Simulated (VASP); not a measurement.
A convergence study with VASP on PbI2 (1T layered): one setting is varied, all else stays as given below, so the limit is that of these other settings.

```
CELL_PARAMETERS angstrom
      2.28000    -3.94908     0.00000
      2.28000     3.94908     0.00000
      0.00000     0.00000     6.98000
ATOMIC_POSITIONS crystal
  Pb 0.00000 0.00000 0.00000
  I  0.33333 0.66667 0.26800
  I  0.66667 0.33333 0.73200
```

All values below come from PBE GGA, VASP's PBE PAW potentials (set 64) (plane waves; VASP). The tightest run used: 550 eV cut-off, 14×14×9 Γ-centred mesh, Gaussian smearing of 0.050 eV, potentials Pb_d I.

The reference is 14×14×9 mesh, which took about 4 core-minutes. Times come from single runs on busy shared machines, so they are rough: good to a factor of about 2.

Of the settings 1×1×1 mesh; 2×2×1 mesh; 3×3×2 mesh; 4×4×3 mesh; 5×5×3 mesh; 6×6×4 mesh; 7×7×5 mesh; 8×8×5 mesh; 9×9×6 mesh; 10×10×7 mesh; 11×11×7 mesh; 12×12×8 mesh; 13×13×9 mesh; 14×14×9 mesh, which is the lowest that keeps the difference from the reference in the stress, largest component (GPa) within 0.5 from there on, and what does it cost?

3×3×2 mesh; its cost over the reference is about 1/20.
```json
[
 {"setting": "1×1×1 mesh", "difference in the stress, largest component (GPa)": "21.32", "cost over the reference": "about 1/30"},
 {"setting": "2×2×1 mesh", "difference in the stress, largest component (GPa)": "1.48", "cost over the reference": "about 1/30"},
 {"setting": "3×3×2 mesh", "difference in the stress, largest component (GPa)": "0.07", "cost over the reference": "about 1/20"},
 {"setting": "4×4×3 mesh", "difference in the stress, largest component (GPa)": "0.02", "cost over the reference": "about 1/10"},
 {"setting": "5×5×3 mesh", "difference in the stress, largest component (GPa)": "0.01", "cost over the reference": "about 1/10"},
 {"setting": "6×6×4 mesh", "difference in the stress, largest component (GPa)": "0.00", "cost over the reference": "about 1/7"},
 {"setting": "7×7×5 mesh", "difference in the stress, largest component (GPa)": "0.00", "cost over the reference": "about 1/5"},
 {"setting": "8×8×5 mesh", "difference in the stress, largest component (GPa)": "0.00", "cost over the reference": "about 1/4"},
 {"setting": "9×9×6 mesh", "difference in the stress, largest component (GPa)": "0.00", "cost over the reference": "about 1/3"},
 {"setting": "10×10×7 mesh", "difference in the stress, largest component (GPa)": "0.00", "cost over the reference": "about 1/2"},
 {"setting": "11×11×7 mesh", "difference in the stress, largest component (GPa)": "0.00", "cost over the reference": "within a factor of 2"},
 {"setting": "12×12×8 mesh", "difference in the stress, largest component (GPa)": "0.00", "cost over the reference": "within a factor of 2"},
 {"setting": "13×13×9 mesh", "difference in the stress, largest component (GPa)": "0.00", "cost over the reference": "within a factor of 2"},
 {"setting": "14×14×9 mesh", "difference in the stress, largest component (GPa)": "0.00", "cost over the reference": "reference"}
]
```

Left out are rungs that failed or repeat a setting and relaxations that didn't move; long series are thinned to 24 rows.

The compound is PbI2 in the 1T layered structure. The cell was not relaxed at this level.
